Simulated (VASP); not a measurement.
# Mo: cell size and functional, part 2 of 3

Aim: relax Mo at several levels of theory and compare the cells. The starting structure is a measured crystal structure from the Crystallography Open Database. The first relaxation on each setting starts from this cell expanded by 3 % in volume.

VASP 6.6.1.

Results so far: PBEsol 15.36 Å³ an atom; LDA 15.12 Å³ an atom; PBE 15.82 Å³ an atom.

### Step 5. Relaxation with PBEsol + D3(BJ)

Level of this step: PBEsol with D3(BJ); plane waves and PAW (Mo_sv) (VASP).

D3 with Becke-Johnson damping keeps a finite attraction at short range. This run starts from the cell of an earlier relaxation, which isn't shown; the restart sets up the plane waves anew.

Input file INCAR:

```
SYSTEM = Mo
PREC = Accurate
ENCUT = 450
EDIFF = 1E-06
NELM = 100
ISMEAR = 1
SIGMA = 0.15
LREAL = .FALSE.
ALGO = Normal
GGA = PS
IVDW = 12
NBANDS = 13
LASPH = .TRUE.
LORBIT = 11
LWAVE = .FALSE.
LCHARG = .FALSE.
KPAR = 8
IBRION = 2
NSW = 50
ISIF = 3
EDIFFG = -0.006
```

Input file POSCAR:

```
Mo
1.0
   -1.5520094060      1.5520094060      1.5520094060
    1.5520094060     -1.5520094060      1.5520094060
    1.5520094060      1.5520094060     -1.5520094060
Mo
1
Direct
    0.0000000000      0.0000000000      0.0000000000
```

Input file KPOINTS:

```
Automatic mesh
0
Gamma
20 20 20
0 0 0
```

Potentials, in the order of the species: Mo_sv (PBE family, release 64).

Run with:

```
$ mpirun -np 8 vasp_std
```

Output:

```text
[banner, memory and clock lines left out]
running    8 mpi-ranks, on    1 nodes
[...]
[... a notice as in an earlier step ...]

 [... a notice as in an earlier step ...]

 LDA part: xc-table for (Slater+PW92), standard interpolation
 POSCAR, INCAR and KPOINTS ok, starting setup
[...]
entering main loop
       N       E                     dE             d eps       ncg     rms          rms(c)
DAV:   1     0.795883701596E+02    0.79588E+02   -0.74661E+03  6818   0.999E+02
DAV:   2    -0.115418700142E+02   -0.91130E+02   -0.87689E+02  7696   0.290E+02
DAV:   3    -0.124946955573E+02   -0.95283E+00   -0.95108E+00  7391   0.295E+01
DAV:   4    -0.124967466162E+02   -0.20511E-02   -0.20510E-02  7516   0.166E+00
[...]
DAV:   9    -0.117693460360E+02   -0.71976E-05   -0.79261E-05  7851   0.106E-01    0.857E-02
DAV:  10    -0.117693518185E+02   -0.57825E-05   -0.87553E-06  6951   0.348E-02    0.432E-03
DAV:  11    -0.117693520426E+02   -0.22405E-06   -0.82549E-08  3718   0.314E-03
[...]
DAV:   1    -0.117687753101E+02    0.57651E-03   -0.36137E-03  6766   0.802E-01    0.158E-01
DAV:   2    -0.117686154171E+02    0.15989E-03   -0.24218E-04  6716   0.197E-01    0.264E-02
DAV:   3    -0.117686033156E+02    0.12102E-04   -0.37326E-05  7011   0.760E-02    0.237E-02
DAV:   4    -0.117686056629E+02   -0.23473E-05   -0.91770E-07  5350   0.101E-02    0.104E-03
DAV:   5    -0.117686056767E+02   -0.13836E-07   -0.87779E-08  3398   0.368E-03
   2 F= -.12506764E+02 E0= -.12506565E+02  d E =0.678263E-05
 trial-energy change:    0.000007  1 .order    0.000007   -0.000007    0.000021
 step:   0.2473(harm=  0.2473)  dis= 0.00000  next Energy=   -12.506772 (dE=-0.848E-06)
[...]
N       E                     dE             d eps       ncg     rms          rms(c)
DAV:   1    -0.117692666959E+02   -0.66103E-03   -0.20460E-03  6771   0.603E-01    0.119E-01
DAV:   2    -0.117691776568E+02    0.89039E-04   -0.13774E-04  6706   0.148E-01    0.199E-02
DAV:   3    -0.117691704345E+02    0.72223E-05   -0.21077E-05  6971   0.571E-02    0.177E-02
DAV:   4    -0.117691701158E+02    0.31870E-06   -0.51966E-07  4971   0.765E-03
   3 F= -.12506772E+02 E0= -.12506573E+02  d E =-.854779E-06
[...]
reached required accuracy - stopping structural energy minimisation
```

The job ended after 12 s (8 MPI ranks of Intel Xeon Platinum 8488C (Sapphire Rapids), shared host; peak memory 1.3 GiB; 92 s of CPU time).

From OUTCAR (step 5):

```text
 Edisp (eV)   -0.73816

 Edisp (eV)   -0.73760

  Total       0.00287     0.00287     0.00287    -0.00000    -0.00000     0.00000
  in kB       0.30752     0.30752     0.30752    -0.00000    -0.00000     0.00000
  external pressure =        0.31 kB  Pullay stress =        0.00 kB

 POSITION                                       TOTAL-FORCE (eV/Angst)
 -----------------------------------------------------------------------------------
     -0.00000      0.00000      0.00000        -0.000000     -0.000000      0.000000
 -----------------------------------------------------------------------------------
    total drift:                                0.000000     -0.000000      0.000000

  FREE ENERGIE OF THE ION-ELECTRON SYSTEM (eV)
  ---------------------------------------------------
  free  energy   TOTEN  =       -12.5067719473 eV

  energy  without entropy=      -12.5061750992  energy(sigma->0) =      -12.50657300

[... 2 parts as in an earlier step ...]

[... 2 further parts left out ...]
[key lines of the parts left out:]
E-fermi :  13.2180
```

With PBEsol + D3(BJ) the relaxed cell holds 14.950 Å³ an atom, -4.05 % against the measured cell, with a = 3.104 Å. That is -2.64 % from PBEsol. Pressures at 0.985 and 1.015 times this volume, from two more relaxations that aren't shown, give a bulk modulus of 297.8 GPa.

### Step 6. Relaxation with r2SCAN

r2SCAN adds the kinetic-energy density, costs more than a GGA and is run with LASPH. This run starts from the cell of an earlier relaxation, which isn't shown; the restart sets up the plane waves anew.

INCAR: that of step 5 with these lines changed.

```diff
@@ -9,6 +9,5 @@
 ALGO = Normal
-GGA = PS
-IVDW = 12
+METAGGA = R2SCAN
+LASPH = .TRUE.
 NBANDS = 13
-LASPH = .TRUE.
 LORBIT = 11
```

Input file POSCAR:

```
Mo
1.0
   -1.5772941254      1.5772941254      1.5772941254
    1.5772941254     -1.5772941254      1.5772941254
    1.5772941254      1.5772941254     -1.5772941254
Mo
1
Direct
    0.0000000000      0.0000000000      0.0000000000
```

KPOINTS is that of step 5.

Run with:

```
$ mpirun -np 8 vasp_std
```

Output:

```text
[banner, memory and clock lines left out]
running    8 mpi-ranks, on    1 nodes
[...]
[... a notice as in an earlier step ...]

 [... a notice as in an earlier step ...]

 LDA part: xc-table for (None), standard interpolation
 POSCAR, INCAR and KPOINTS ok, starting setup
[...]
entering main loop
       N       E                     dE             d eps       ncg     rms          rms(c)
DAV:   1     0.646942479864E+02    0.64694E+02   -0.76029E+03  6776   0.102E+03
DAV:   2    -0.313526452247E+02   -0.96047E+02   -0.92552E+02  7716   0.300E+02
DAV:   3    -0.324111383519E+02   -0.10585E+01   -0.10566E+01  7416   0.315E+01
DAV:   4    -0.324136337247E+02   -0.24954E-02   -0.24953E-02  7591   0.186E+00
[...]
DAV:  10    -0.260802992502E+02   -0.14696E-03   -0.19412E-04  7506   0.159E-01    0.524E-02
DAV:  11    -0.260802747486E+02    0.24502E-04   -0.26105E-05  6976   0.603E-02    0.666E-03
DAV:  12    -0.260802750913E+02   -0.34273E-06   -0.14784E-07  4203   0.436E-03
[...]
DAV:   1    -0.260804218771E+02   -0.14713E-03   -0.33949E-03  6746   0.786E-01    0.131E-01
DAV:   2    -0.260802772506E+02    0.14463E-03   -0.20462E-04  6726   0.185E-01    0.250E-02
DAV:   3    -0.260802659127E+02    0.11338E-04   -0.37890E-05  6986   0.764E-02    0.199E-02
DAV:   4    -0.260802687583E+02   -0.28456E-05   -0.57983E-07  4921   0.867E-03    0.976E-04
DAV:   5    -0.260802688399E+02   -0.81600E-07   -0.68351E-08  3388   0.319E-03
   2 F= -.26080269E+02 E0= -.26080334E+02  d E =0.625147E-05
 trial-energy change:    0.000006  1 .order    0.000007   -0.000007    0.000020
 step:   0.2454(harm=  0.2454)  dis= 0.00000  next Energy=   -26.080276 (dE=-0.799E-06)
[...]
N       E                     dE             d eps       ncg     rms          rms(c)
DAV:   1    -0.260803649362E+02   -0.96178E-04   -0.19456E-03  6746   0.595E-01    0.994E-02
DAV:   2    -0.260802836335E+02    0.81303E-04   -0.11773E-04  6701   0.140E-01    0.191E-02
DAV:   3    -0.260802764237E+02    0.72099E-05   -0.21690E-05  6946   0.578E-02    0.148E-02
DAV:   4    -0.260802759949E+02    0.42873E-06   -0.33085E-07  4473   0.657E-03
   3 F= -.26080276E+02 E0= -.26080342E+02  d E =-.903591E-06
[...]
reached required accuracy - stopping structural energy minimisation
```

It took 39 s on 8 MPI ranks; peak memory 1.2 GiB; 5.1 min of CPU time.

OUTCAR, selected parts (step 6):

```text
  Total        0.0025124      0.0025124      0.0025124     -0.0000000      0.0000000     -0.0000000
  in kB        0.2565138      0.2565138      0.2565138     -0.0000000      0.0000000     -0.0000000
  external PRESSURE =       0.2565138 kB  Pullay stress =       0.0000000 kB

 POSITION                                       TOTAL-FORCE (eV/Angst)
 -----------------------------------------------------------------------------------
      0.00000      0.00000      0.00000        -0.000000      0.000000      0.000000
 -----------------------------------------------------------------------------------
    total drift:                               -0.000000     -0.000000      0.000000

  FREE ENERGIE OF THE ION-ELECTRON SYSTEM (eV)
  ---------------------------------------------------
  free  energy   TOTEN  =       -26.0802759949 eV

  energy  without entropy=      -26.0804726673  energy(sigma->0) =      -26.08034155

[... 2 parts as in an earlier step ...]

[... 2 further parts left out ...]
[key lines of the parts left out:]
E-fermi :  12.5227
```

With r2SCAN the relaxed cell holds 15.693 Å³ an atom, +0.72 % against the measured cell, with a = 3.154 Å. That is +2.20 % from PBEsol. Pressures at 0.985 and 1.015 times this volume, from two more relaxations that aren't shown, give a bulk modulus of 276.2 GPa.

### Step 7. Relaxation with r2SCAN + rVV10

rVV10 adds a nonlocal correlation energy for dispersion. This run starts from the cell of an earlier relaxation, which isn't shown; the restart sets up the plane waves anew.

INCAR: that of step 6 with these lines changed.

```diff
@@ -10,2 +10,6 @@
 METAGGA = R2SCAN
+LUSE_VDW = .TRUE.
+IVDW_NL = 2
+BPARAM = 11.95
+CPARAM = 0.0093
 LASPH = .TRUE.
```

Input file POSCAR:

```
Mo
1.0
   -1.5743341314      1.5743341314      1.5743341314
    1.5743341314     -1.5743341314      1.5743341314
    1.5743341314      1.5743341314     -1.5743341314
Mo
1
Direct
    0.0000000000      0.0000000000      0.0000000000
```

KPOINTS is that of step 6.

Run with:

```
$ mpirun -np 8 vasp_std
```

Output:

```text
[banner, memory and clock lines left out]
running    8 mpi-ranks, on    1 nodes
[...]
[... a notice as in an earlier step ...]

|                                                                             |
|               ----> ADVICE to this user running VASP <----                  |
|                                                                             |
|     You have switched on vdW-DFT.                                           |
|     This routine was written and supplied by Jiri Klimes. We recommend      |
|     that you carefully read and cite the following publications:            |
|       J. Klimes, D.R. Bowler, A. Michelides                                 |
|          J. Phys.: Cond Matt. 22 022201 (2010)                              |
|       J. Klimes, D.R. Bowler, A. Michelides                                 |
|          Phys. Rev. B. 83, 195131 (2011)                                    |
|     and references therein.                                                 |
[...]
Total rVV10 correction in eV:      0.2224516    14.0030735
Total rVV10 correction in eV:      0.2224516    14.0030735
Total rVV10 correction in eV:      0.2224516    14.0030735
DAV:   4    -0.258571311597E+02    0.35770E-06   -0.50565E-07  4665   0.814E-03
Total rVV10 correction in eV:      0.2224514    14.0030735
Total rVV10 correction in eV:      0.2224514    14.0030735
Total rVV10 correction in eV:      0.2224514    14.0030735
Total rVV10 correction in eV:      0.2224514    14.0030735
Total rVV10 correction in eV:      0.2224514    14.0030735
Total rVV10 correction in eV:      0.2224514    14.0030735
Total rVV10 correction in eV:      0.2224514    14.0030735
Total rVV10 correction in eV:      0.2224514    14.0030735
Total rVV10 correction in eV:      0.2224504    14.0030735
Total rVV10 correction in eV:      0.2224504    14.0030735
Total rVV10 correction in eV:      0.2224504    14.0030735
Total rVV10 correction in eV:      0.2224504    14.0030735
Total rVV10 correction in eV:      0.2224504    14.0030735
Total rVV10 correction in eV:      0.2224504    14.0030735
Total rVV10 correction in eV:      0.2224504    14.0030735
Total rVV10 correction in eV:      0.2224504    14.0030735
   3 F= -.25857131E+02 E0= -.25857185E+02  d E =-.126612E-05
[...]
reached required accuracy - stopping structural energy minimisation
```

Wall time 58 s (8 MPI ranks); peak memory 1.6 GiB.

Parts of OUTCAR (step 7):

```text
  Total        0.0029472      0.0029472      0.0029472      0.0000000     -0.0000000     -0.0000000
  in kB        0.3026159      0.3026159      0.3026159      0.0000000     -0.0000000     -0.0000000
  external PRESSURE =       0.3026159 kB  Pullay stress =       0.0000000 kB

 POSITION                                       TOTAL-FORCE (eV/Angst)
 -----------------------------------------------------------------------------------
      0.00000     -0.00000      0.00000         0.000000      0.000000     -0.000000
 -----------------------------------------------------------------------------------
    total drift:                                0.000000     -0.000000     -0.000000

  FREE ENERGIE OF THE ION-ELECTRON SYSTEM (eV)
  ---------------------------------------------------
  free  energy   TOTEN  =       -25.8571311597 eV

  energy  without entropy=      -25.8572927583  energy(sigma->0) =      -25.85718503

[... 2 parts as in an earlier step ...]

[... 2 further parts left out ...]
[key lines of the parts left out:]
E-fermi :  12.6065
```

With r2SCAN + rVV10 the relaxed cell holds 15.604 Å³ an atom, +0.15 % against the measured cell, with a = 3.148 Å. That is +1.62 % from PBEsol. Pressures at 0.985 and 1.015 times this volume, from two more relaxations that aren't shown, give a bulk modulus of 281.4 GPa.

### Step 8. Relaxation with vdW-DF-cx

vdW-DF-cx takes its exchange from the same plasmon model as its correlation. This run starts from the cell of an earlier relaxation, which isn't shown; the restart sets up the plane waves anew.

INCAR: that of step 7 with these lines changed.

```diff
@@ -9,7 +9,5 @@
 ALGO = Normal
-METAGGA = R2SCAN
+GGA = CX
+AGGAC = 0
 LUSE_VDW = .TRUE.
-IVDW_NL = 2
-BPARAM = 11.95
-CPARAM = 0.0093
 LASPH = .TRUE.
```

Input file POSCAR:

```
Mo
1.0
   -1.5683184630      1.5683184630      1.5683184630
    1.5683184630     -1.5683184630      1.5683184630
    1.5683184630      1.5683184630     -1.5683184630
Mo
1
Direct
    0.0000000000      0.0000000000      0.0000000000
```

KPOINTS is that of step 7.

Run with:

```
$ mpirun -np 8 vasp_std
```

Output:

```text
[banner, memory and clock lines left out]
running    8 mpi-ranks, on    1 nodes
[...]
[... a notice as in an earlier step ...]

 [... a notice as in an earlier step ...]

 [... a notice as in an earlier step ...]

 LDA part: xc-table for (Slater+PW92), standard interpolation
 POSCAR, INCAR and KPOINTS ok, starting setup
[...]
entering main loop
       N       E                     dE             d eps       ncg     rms          rms(c)
DAV:   1     0.848009611393E+02    0.84801E+02   -0.75330E+03  6819   0.998E+02
DAV:   2    -0.809876704064E+01   -0.92900E+02   -0.89307E+02  7696   0.291E+02
DAV:   3    -0.909440614076E+01   -0.99564E+00   -0.99382E+00  7341   0.299E+01
DAV:   4    -0.909654168420E+01   -0.21355E-02   -0.21355E-02  7581   0.169E+00
[...]
DAV:   9    -0.840846107020E+01   -0.58438E-04   -0.89567E-05  7756   0.113E-01    0.883E-02
DAV:  10    -0.840847127843E+01   -0.10208E-04   -0.14394E-05  6931   0.440E-02    0.570E-03
DAV:  11    -0.840847146079E+01   -0.18236E-06   -0.10832E-07  4138   0.367E-03
[...]
DAV:   1    -0.840906467938E+01   -0.59340E-03   -0.12889E-02  6756   0.150E+00    0.283E-01
DAV:   2    -0.840848565448E+01    0.57902E-03   -0.89281E-04  6701   0.375E-01    0.473E-02
DAV:   3    -0.840844348533E+01    0.42169E-04   -0.13107E-04  6981   0.141E-01    0.429E-02
DAV:   4    -0.840844947894E+01   -0.59936E-05   -0.32328E-06  6848   0.185E-02    0.162E-03
DAV:   5    -0.840844949602E+01   -0.17079E-07   -0.17151E-07  3473   0.521E-03
   2 F= -.84084495E+01 E0= -.84083200E+01  d E =0.219648E-04
 trial-energy change:    0.000022  1 .order    0.000023   -0.000024    0.000070
 step:   0.2584(harm=  0.2584)  dis= 0.00000  next Energy=    -8.408475 (dE=-0.314E-05)
[...]
N       E                     dE             d eps       ncg     rms          rms(c)
DAV:   1    -0.840881387789E+01   -0.36440E-03   -0.70887E-03  6761   0.112E+00    0.208E-01
DAV:   2    -0.840849773325E+01    0.31614E-03   -0.49389E-04  6696   0.278E-01    0.352E-02
DAV:   3    -0.840847414505E+01    0.23588E-04   -0.71633E-05  6961   0.104E-01    0.313E-02
DAV:   4    -0.840847486577E+01   -0.72071E-06   -0.17690E-06  6212   0.138E-02
   3 F= -.84084749E+01 E0= -.84083475E+01  d E =-.340498E-05
[...]
reached required accuracy - stopping structural energy minimisation
```

It took 32 s on 8 MPI ranks; peak memory 2.1 GiB; 4.1 min of CPU time.

(Continued in part 3 of 3.)

[Lines on the potential files, build, host, timing and source positions are cut from VASP's logs without a mark.]

[Logs are printed without paths, hosts, clocks, repeated set-up lines and the standing remarks that a program may print on its own settings, such as how far it seeks lower states.]

[Hosts, paths, dates, database ids (printed as entryN), source tags and the programs' standing remarks are cut or masked in the printed files.]
